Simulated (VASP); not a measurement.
A convergence study with VASP on MgI2 (1T layered): one setting is varied, all else stays as given below, so the limit is that of these other settings.

```xyz
3
Lattice="2.0750 -3.5940 0.0000 2.0750 3.5940 0.0000 0.0000 0.0000 6.8600" Properties=species:S:1:pos:R:3 pbc="T T T"
Mg     0.0000     0.0000     0.0000
I      2.0750     1.1980     1.6601
I      2.0750    -1.1980     5.1999
```

All values below come from PBE GGA, VASP's PBE PAW potentials (set 64) (plane waves; VASP). The tightest run used: 550 eV cut-off, 11×11×6 Monkhorst-Pack mesh, Gaussian smearing of 0.050 eV, potentials Mg I.

```tsv
setting	E (eV/atom)	pressure (GPa)	largest force (eV/Å)	irreducible k-points
1×1×1 mesh	0.5481	23.49	0.117	1
2×2×1 mesh	-2.6760	0.23	0.103	2
3×3×2 mesh	-2.5202	1.90	0.022	4
```

Problem. These are the cheaper rows. Estimate the results at 11×11×6 mesh, and how far the last row shown lies from them.

Solution. 
| quantity | tightest run | last row shown is off by |
|---|---|---|
| E (eV/atom) | -2.5649 | 0.0447 |
| pressure (GPa) | 1.31 | 0.59 |
| largest force (eV/Å) | 0.052 | -0.030 |

Left out are rungs that failed or repeat a setting and relaxations that didn't move; long series are thinned to 24 rows.

The compound is MgI2 in the 1T layered structure. The cell was not relaxed at this level, forces remain on its atoms.
